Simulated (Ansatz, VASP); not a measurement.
**Sc2S2N (Sc2NS2 MXene monolayer): VASP beside Ansatz**

Wanted: the spread between two codes on one cell, functional and k mesh. The structure shown is the start of the Ansatz relaxation below; VASP solves that cell, so the two are compared at the walk's first step.

Calculated with Ansatz 0.2.0; plane waves, with VASP 6.6.1 beside it; single point at PBE with D3(BJ).

### 1. The starting structure

The cell holds 5 atoms: 2 S, 2 Sc and 1 N. Cell: a = 3.155 Å, b = 3.155 Å, c = 43.244 Å, α = 90.0°, β = 90.0°, γ = 120.0°. Vacuum lies along c.

Coordinates:

```
S Sc N
1.0
     3.15458    0.00000    0.00000
    -1.57729    2.73195    0.00000
     0.00000    0.00000   43.24416
S Sc N
2 2 1
Direct
  0.33333 0.66667 0.42896
  0.66667 0.33333 0.57104
  0.66667 0.33333 0.47122
  0.33333 0.66667 0.52878
  0.00000 0.00000 0.50000
```

### 2. Ansatz: relaxation, PBE with D3(BJ)

Ansatz runs on its PAW soft_1 files.

The two programs are compared at the cell with which this relaxation starts, whose forces are those of its first step.

input.yaml reads:

```yaml
crystal:
  lattice:
    - [3.15458, 0.0, 0.0]
    - [-1.57729, 2.7319464183, 0.0]
    - [0.0, 0.0, 43.2441631042]
  atoms:
    - { symbol: S, position: [0.3333333333, 0.6666666667, 0.4289596253] }
    - { symbol: Sc, position: [0.6666666667, 0.3333333333, 0.471216619], spin: 1.0 }
    - { symbol: "N", position: [0.0, 0.0, 0.5] }
    - { symbol: Sc, position: [0.3333333333, 0.6666666667, 0.528783381], spin: 1.0 }
    - { symbol: S, position: [0.6666666667, 0.3333333333, 0.5710403747] }
  periodic: [true, true, false]
magnetization:
  spin_polarized: true
kpoints:
  mp_grid: { grid: [12, 12, 1] }
hamiltonian:
  xc: pbe
  dispersion: d3bj
  pseudopotentials: { kind: paw, azcp: { folder: soft_1 } }
scf:
  occupations: { method: fermi_dirac, width: 0.05 }
  convergence: { dr2_threshold: 1.0e-09 }
relax:
  f_tol: 0.004
  max_steps: 90
  cell: {}
output:
  write_potential: true
  write_density: true
  volumetric_format: npy
```

Run with:

```sh
$ ansatz run input.yaml --threads 2 --pin off --max-ram 3072MiB --backend cpu --events-out ev --progress --plain --runs-dir out
```

Numbers of over 12 decimals in the logs are rounded to 6 here.

Output:

```text
Warning: relax.cell: scf.convergence.dr2_threshold = 1e-9 eV is looser than the 1.91839896452e-10 eV advised for a relaxation that steers and ends on the stress (1e-10 eV for each atom of the cell: 5, times the square of relax.cell.stress_2d_tol = 0.05 N/m over 16.1 Å (the atoms' height at the walk's start and 5 Å past either face), 3.097e-2 GPa, over a crystal's default 0.05). What an SCF threshold leaves in a stress goes as its square root, and in the free energy as the threshold itself, and one threshold admits the most on a small cell: [figures from the program's tests cut] Set scf.convergence.dr2_threshold to 1.91839896452e-10 eV or tighter. [rest of the remark cut]
Engine: ansatz 0.2.0, aarch64-unknown-linux-gnu
Pseudopotentials: kind: paw
Pseudopotential: S, paw, valence charge 6, recommended cutoff 420 eV (normal), soft_1/S.paw.azcp
Pseudopotential: Sc, paw, valence charge 11, recommended cutoff 420 eV (normal), soft_1/Sc.paw.azcp
Pseudopotential: N, paw, valence charge 5, recommended cutoff 420 eV (normal), soft_1/N.paw.azcp
Functional definition: PBE
  parameter kappa = 0.804
  parameter beta = 0.066725
  exchange = pbe_x(kappa = kappa, mu = beta*pi^2/3)
  correlation = pbe_c(beta = beta)
Crystal: 5 atoms, lattice volume = 372.684 Å³
Basis set: ecut = 420 eV, 7189 PW (Γ), exchange–correlation on 48×48×600 points (8 copies of the dense FFT grid, shifted against one another)
Bands: 26, of which v1, the nominal top of the filled ones, is band 20 counted from 1 (19 counted from 0)
Symmetry: 12 space group operations
Space group: P-3m1 (ITA 164), of the structure as read, at distance tolerance 7.2e-5 Å
Magnetic group: BNS 164.85 (UNI 1315), of the structure as read, at distance tolerance 7.2e-5 Å
k-points: 19 of 144
Non-local potential: S, projectors of the file, l = 0: 2, l = 1: 2, l = 2: 1
Non-local potential: Sc, projectors of the file, l = 0: 3, l = 1: 2, l = 2: 3, l = 3: 1
Non-local potential: N, projectors of the file, l = 0: 2, l = 1: 2, l = 2: 1
PAW form: soft (Blöchl's): semilocal exchange-correlation on the pseudo side does not see the compensation charge
PAW one-centre angular grid: S, 110 points (default); XC on 64 Gauss nodes
PAW one-centre angular grid: Sc, 590 points (default); XC on 64 Gauss nodes
PAW one-centre angular grid: N, 110 points (default); XC on 64 Gauss nodes
Initial density: superposition of atomic densities (neutral atoms: chi_scale 0, normalization atom)
Starting moments: Σ|m| = 2 μB on 2 of 5 sites
Initial wavefunctions: pseudopotential atomic-orbital guess
Functional: x = pbe(κ = 0.804, μ = 0.219515), c = pbe(β = 0.066725)
SCF iter   1: F=—  HF=-6470.752329 eV  |F-HF|=—  |Δ(HF+E_count)|=         —  Δρ=2.78e-2 (↑2.78e-2 ↓2.49e-2)  dr2=1.64e1  dr2_m=4.31e-1  M=0.546 μB ∫|m|=0.707 μB  β_m=0.30  ethr=3.10e-3  ⟨swp⟩=11.9  Hψ=7462  notcnv=0
Mixer restart at iter 1: flushing history
preconditioner: auto → LDOS  [metal: Δε(μ)=0.006 eV  Ē_g=9.257 eV  σ=0.050 eV  W_gap=0.03  n_scr=24 (ndim 8)  ℏωp=9.2 eV  f_vac=0.764  D(μ)=3.28/eV (n_scr^D=16)]
spin=Collinear: LDOS preconditioning applied to the charge; magnetization (m = ρ↑ − ρ↓) channel mixes plain (no charge-response kernel on spin).
SCF iter   2: F=—  HF=-6467.799576 eV  |F-HF|=—  |Δ(HF+E_count)|=    2.95e0  Δρ=1.33e-2 (↑1.33e-2 ↓9.99e-3)  dr2=1.77e0  dr2_m=2.55e-1  M=0.343 μB ∫|m|=0.558 μB  β_m=0.37  ethr=3.10e-3  ⟨swp⟩=4.3  Hψ=2511  notcnv=0  defer=41
SCF iter   3: F=—  HF=-6467.687223 eV  |F-HF|=—  |Δ(HF+E_count)|=   1.12e-1  Δρ=7.25e-3 (↑7.25e-3 ↓5.77e-3)  dr2=1.83e-1  dr2_m=8.66e-2  M=0.229 μB ∫|m|=0.409 μB  β_m=0.59  ethr=3.10e-3  ⟨swp⟩=3.5  Hψ=2147  notcnv=0  defer=44
SCF iter   4: F=—  HF=-6467.859834 eV  |F-HF|=—  |Δ(HF+E_count)|=         —  Δρ=2.47e-3 (↑2.47e-3 ↓1.91e-3)  dr2=1.55e-2  dr2_m=1.30e-2  M=0.052 μB ∫|m|=0.134 μB  β_m=0.59  ethr=4.69e-4  ⟨swp⟩=3.3  Hψ=2226  notcnv=0  defer=45
SCF iter   5: F=—  HF=-6467.857064 eV  |F-HF|=—  |Δ(HF+E_count)|=   2.77e-3  Δρ=7.98e-4 (↑7.98e-4 ↓6.52e-4)  dr2=1.06e-3  dr2_m=1.56e-3  M=0.027 μB ∫|m|=0.074 μB  β_m=0.80  ethr=3.97e-5  ⟨swp⟩=3.6  Hψ=2438  notcnv=0  defer=45
SCF iter   6: F=—  HF=-6467.859297 eV  |F-HF|=—  |Δ(HF+E_count)|=   2.23e-3  Δρ=3.02e-4 (↑1.52e-4 ↓3.02e-4)  dr2=4.55e-4  dr2_m=1.17e-4  M=0.008 μB ∫|m|=0.022 μB  β_m=0.83  ethr=2.73e-6  ⟨swp⟩=3.2  Hψ=2284  notcnv=0  defer=45
[...]
eigensolver tolerance schedule: the retry pair's looser diagonalisation over-reported the residual by 5404.54 of it (diagonalisation noise at 2.39 of the residual, at the tolerance the schedule requests for it); recorded, not acted on — ethr = c·dr2/N_el stays at c = 1.0e-1
preconditioner: auto → LDOS  [metal: Δε(μ)=0.078 eV  Ē_g=7.997 eV  σ=0.050 eV  W_gap=0.36  n_scr=22 (ndim 8)  ℏωp=8.8 eV  f_vac=0.776  D(μ)=2.19/eV (n_scr^D=12)]
spin=Collinear: LDOS preconditioning applied to the charge; magnetization (m = ρ↑ − ρ↓) channel mixes plain (no charge-response kernel on spin).
SCF iter   2: F=—  HF=-6468.175049 eV  |F-HF|=—  |Δ(HF+E_count)|=   1.37e-5  Δρ=1.89e-6 (↑1.89e-6 ↓1.86e-6)  dr2=4.36e-8  dr2_m=4.84e-12  M=-0.000 μB ∫|m|=0.000 μB  β_m=0.30  ethr=7.48e-11  ⟨swp⟩=6.1  Hψ=3676  notcnv=0
SCF iter   3: F=—  HF=-6468.175032 eV  |F-HF|=—  |Δ(HF+E_count)|=   1.73e-5  Δρ=2.11e-6 (↑2.11e-6 ↓2.10e-6)  dr2=9.10e-9  dr2_m=5.86e-12  M=-0.000 μB ∫|m|=0.000 μB  β_m=0.65  ethr=7.48e-11  ⟨swp⟩=2.3  Hψ=1363  notcnv=0
SCF iter   4: F=—  HF=-6468.175077 eV  |F-HF|=—  |Δ(HF+E_count)|=   4.57e-5  Δρ=9.14e-7 (↑9.02e-7 ↓9.14e-7)  dr2=2.71e-8  dr2_m=8.47e-13  M=-0.000 μB ∫|m|=0.000 μB  β_m=0.62  ethr=2.33e-11  ⟨swp⟩=5.0  Hψ=2673  notcnv=0  recentre
SCF iter   5: F=—  HF=-6468.175067 eV  |F-HF|=—  |Δ(HF+E_count)|=   1.00e-5  Δρ=8.64e-7 (↑8.62e-7 ↓8.64e-7)  dr2=3.68e-10  dr2_m=1.46e-12  M=-0.000 μB ∫|m|=0.000 μB  β_m=0.57  ethr=2.33e-11  ⟨swp⟩=4.1  Hψ=2191  notcnv=0
SCF iter   6: F=-6468.175083 eV  HF=-6468.175078 eV  |F-HF|=4.37e-6  |Δ(HF+E_count)|=   1.11e-5  Δρ=3.59e-7 (↑3.56e-7 ↓3.59e-7)  dr2=5.16e-10  dr2_m=3.99e-13  M=-0.000 μB ∫|m|=0.000 μB  ethr=1.00e-12  ⟨swp⟩=11.6  Hψ=7967  notcnv=0
the starting moments were not kept: the SCF closed with an absolute magnetisation of 1.2e-6 μB, where they sum to 2 μB in size (2 sites). That is at most 0.1 of that sum. Measured as dr2_m measures the in/out step, that magnetisation stands 1.7e-13 eV from none, at or under the dr2_threshold of 1.0e-9 eV: it is no larger than a step whose dr2_m would equal this threshold.
SCF 8 converged in 6 iterations: F = -6468.175083 eV  dr2 = 5.16e-10
relax step   8: F+E_penalty+E_count = -6468.17508269 eV  Δ(F+E_penalty+E_count) = -2.697e-5 eV  max|allowed force component| = 1.645e-3 eV/Å  Δτ_max = 0.0000 Å  P = +0.011 N/m  Ω = 406.275 Å³  fix = [c, alpha, beta]  reactions: c +0.000 N/m  stress off target by 1.11e-2 N/m on what of the cell is left free  SCF on the basis re-selected at this cell (its energy is not comparable with the rows above)  (6 SCF iters)
basis re-selected at this cell: Δ(F+E_penalty+E_count) = -2.697e-5 eV, ΔP = +0.000 N/m vs the last step (what re-selecting the basis moved, of the pressure what is left beyond the Pulay correction that the steps carried, after the strain that the cell walked since its last selection, with what the two solves' SCF thresholds leave and, on support functions, any second-order correction that the steps lacked; it is no m [...]
WARN: The input density's exchange-correlation potential varies sharply where the density is thin. Do not read a vacuum level from v_tot or v_xc, or from such a field of the output density. On a cell that repeats whose density bears no net charge and no dipole along the vacuum's axis use v_es (v_loc + v_h of the components); under efield.dipole_correction with no amplitude use v_es + v_field, which holds any external [...]
SCF converged after 6 iterations
Magnetization: -0.0000 μB (19.5000 up, 19.5000 down)
Absolute magnetization: 0.0000 μB (∫|ρ↑−ρ↓|, with the PAW one-centre terms)
Spin contamination: 0.0000 ħ² per cell (⟨S²⟩ above its minimum at these occupations)
Per-site moments (μB) at R_I (Å): [(-1.240155116592895e-7, 1.044051), (-9.430448588714898e-8, 0.943057), (3.002979820222401e-7, 0.943057), (-9.43044858552024e-8, 0.943057), (-1.240155116981993e-7, 1.044051)]
Free energy (F): -6468.175083 eV
Harris-Foulkes:  -6468.175078 eV  (|F-HF|=4.37e-6)
Internal energy: -6468.156261 eV  (E = F + TS)
E sigma→0 (E₀):  -6468.165672 eV
Entropy (-TS):   -0.018822 eV (-3.764 meV/atom)
Fermi energy:    -6.784606 eV
--- Per-component energies (eV) ---
  E_band       = -888.290449
  E_kinetic    = 755.087591
  E_local      = -127388.375478  (includes V_loc(G=0)·N_el)
  E_nonlocal   = 385.640871
  E_hartree    = 63097.732138
  E_xc         = -410.804156
  E_vxc        = -454.225082  (∫ρ·V_xc dr)
  E_paw        = -3324.384085  (= ΣΔE_a)
  E_vpaw       = -381.887084  (= ΣTr[D̂ρ^β])
  E_aug_tail   = 0.000982  (compensation charges beyond the density's cutoff)
  E_ewald      = 60418.412888
  E_disp       = -1.467012  (pairwise vdW)
  E_smearing   = -0.018822  (= −TS)
  E_closure    = 0.000000  (closes the sum)
  Σ components = -6468.175083   (vs F -6468.175083, Δ=0.00e0)
--- Forces (eV/Å), atoms counted from 1 ---
  atom   1  S      0.00000000     0.00000000    -0.00119443
  atom   2  Sc     0.00000000    -0.00000000     0.00164460
  atom   3  N      0.00000000     0.00000000     0.00000000
  atom   4  Sc     0.00000000     0.00000000    -0.00164460
  atom   5  S      0.00000000    -0.00000000     0.00119443
  max |Σ_I F_I| component: 0.00e0 eV/Å
--- 2D stress c σ (N/m, compression-positive) ---
        0.011139      -0.000000      -0.000000
       -0.000000       0.011139      -0.000000
       -0.000000      -0.000000       0.000000
  P = ½ c Tr σ = 0.0111 N/m
--- Band table (eV; the first three rows and the last of 38) ---
  k-point 0 ↑: bands = [... 16 lower, -6.4818, -6.4818, -5.7620, -5.7620, -4.2836, -4.2015, -4.2015, -3.2446, ... 2 higher]
  k-point 1 ↑: bands = [... 16 lower, -6.6458, -6.5270, -6.3158, -5.9646, -4.3854, -4.0685, -4.0140, -3.1351, ... 2 higher]
  k-point 2 ↑: bands = [... 16 lower, -7.4015, -7.0517, -6.6718, -6.3200, -4.8060, -3.7723, -3.6730, -3.1703, ... 2 higher]
  k-point 18 ↓: bands = [... 16 lower, -8.9083, -8.9083, -8.1826, -8.1826, -3.5059, -3.5059, -3.4464, -2.3617, ... 2 higher]
  the weakly bound empty levels are not read free of the cell's end (no_gap_told)
--- Relaxed structure (6 steps of the walk, 5 accepted, 2 SCFs on fresh bases) ---
  F+E_penalty+E_count = -6468.17508269 eV   max|allowed force component| = 1.645e-3 eV/Å   (the final SCF, on the basis selected at the relaxed cell)
  cell:  # Å, volume = 406.2749 Å³
    - [3.293676, 0.0, 0]
    - [-1.646838, 2.852407, 0]
    - [0, 0, 43.2441631042]
  atoms:
    - { symbol: S, position: [0.333333, 0.666667, 0.432027] }
    - { symbol: Sc, position: [0.666667, 0.333333, 0.470653] }
    - { symbol: N, position: [0, 0, 0.500000] }
    - { symbol: Sc, position: [0.333333, 0.666667, 0.529347] }
    - { symbol: S, position: [0.666667, 0.333333, 0.567973] }
```

[end of part 1 of 2]

[Lines on the potential files, build, host, timing and source positions are cut from VASP's logs without a mark.]

[Logs are printed without paths, hosts, clocks, repeated set-up lines and the standing remarks that a program may print on its own settings, such as how far it seeks lower states.]

[Hosts, paths, dates, database ids (printed as entryN), source tags and the programs' standing remarks are cut or masked in the printed files.]
